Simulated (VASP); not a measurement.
Here is the system:

```xyz
2
Lattice="0.0000 2.2988 2.3369 2.3726 0.0000 2.3369 2.3726 2.2988 0.0000" Properties=species:S:1:pos:R:3 pbc="T T T"
Zr     0.0000     0.0000     0.0000
C      2.4661     2.2988     2.3369
```

These are r2SCAN meta-GGA, VASP's PBE PAW potentials (set 64) (plane waves; VASP) values and carry that method's errors. Settings: 520 eV cut-off, 12×12×12 Γ-centred mesh, first-order Methfessel-Paxton smearing of 0.10 eV, potentials Zr_sv C.

Task: Give the force on each atom (eV/Å).

Result: 
```csv
atom,Fx,Fy,Fz
Zr1,0.496,0.000,0.000
C2,-0.496,0.000,0.000
```

Task: Give the stress tensor in GPa (positive for a compressed cell).

Result: 
```
 2.49   0.00   0.00
 0.00  13.08   0.00
 0.00   0.00   6.21
```
The pressure is its mean diagonal, 7.26 GPa.

The compound is ZrC in the rock salt structure. The cell was not relaxed at this level, atoms are displaced from their ideal sites. The run is one of a series of settings (GGA removed, LMIXTAU = .TRUE., METAGGA = R2SCAN against the base run), some of them coarse on purpose.
